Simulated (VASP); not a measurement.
Consider the following.

```
Pd
1.0
    0.00000     1.97892     1.97892
    1.97892     0.00000     1.97892
    1.97892     1.97892     0.00000
Pd
1
Direct
  0.00000   0.00000   0.00000
```

These are PBE GGA, VASP's PBE PAW potentials (set 64) (plane waves; VASP 6.6.1) values and carry that method's errors. Run with 480 eV cut-off, 14×14×14 Γ-centred mesh, first-order Methfessel-Paxton smearing of 0.10 eV, potentials Pd.

Task: Predict the energy per atom (σ→0), pressure, band gap (on the k-mesh) with the smallest direct gap where there is one.

Result: 
```
Item                                                        Result
------------------------  ----------------------------------------
band gap (on the k-mesh)  none (metal, semimetal or under 0.01 eV)
energy per atom (σ→0)                               -5.205 eV/atom
pressure                                                 -1.91 GPa
```

Total energies compare only between runs with the same potentials, cut-off and functional.

The compound is Pd in the fcc structure. This cell was strained or had an atom moved on purpose.
